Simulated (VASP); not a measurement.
The system is PPt.

```
CELL_PARAMETERS angstrom
3.74303 0.00000 0.00000
-1.87151 3.24156 0.00000
0.00000 0.00000 6.35374
ATOMIC_POSITIONS crystal
Pt 0.33333 0.66667 0.37190
Pt 0.66667 0.33333 0.87190
P 0.33333 0.66667 0.00310
P 0.66667 0.33333 0.50310
```

The cell comes from a database or a generator and needn't be the stable form of this composition.

| Item | Value |
| --- | --- |
| Program | VASP 6.6.1 |
| Task | relaxation of cell and atoms |
| Functional | r2SCAN |
| Potentials or basis | VASP PAW PBE potentials, release 64 (Pt, P) |
| Cutoff | 600 eV |
| k mesh | 8 × 8 × 4 |
| Occupations | gaussian, width 0.05 eV |
| Spin | no spin polarisation |

At the start: pressure -3.1 GPa; volume 19.27 Å³/atom.

Task: Where does the relaxation end?

Result: Over 12 steps the energy falls by 8.3 meV/atom and the volume is 18.75 Å³/atom (-2.7 %); space group P6_3mc (No. 186, to 0.05 Å).

Step by step:
```csv
step,energy change (eV),largest force (eV/Å),pressure (GPa),volume (Å³)
1,0.0000,0.1227,-3.06,77.09
2,0.0165,0.1238,5.08,73.06
3,-0.0176,0.1272,0.12,75.36
4,-0.0202,0.0344,0.06,75.35
5,-0.0210,0.0588,0.00,75.34
6,-0.0227,0.0551,-0.04,75.33
7,-0.0274,0.0496,-0.17,75.29
8,-0.0326,0.0271,-0.50,75.19
9,-0.0328,0.0375,-0.42,75.22
10,-0.0329,0.0350,-0.44,75.21
11,-0.0324,0.0445,0.69,74.64
12,-0.0333,0.0045,0.01,74.98
```

Final structure:
```yaml
crystal:
  lattice:
    - [3.64638, 0.00000, 0.00000]
    - [-1.82319, 3.15785, 0.00000]
    - [0.00000, 0.00000, 6.51209]
  atoms:
    - { symbol: Pt, position: [0.33333, 0.66667, 0.36703] }
    - { symbol: Pt, position: [0.66667, 0.33333, 0.86703] }
    - { symbol: P, position: [0.33333, 0.66667, 0.00797] }
    - { symbol: P, position: [0.66667, 0.33333, 0.50797] }
```

Caveat: the PAW data sets were made with another functional, which shifts forces and pressure a little.
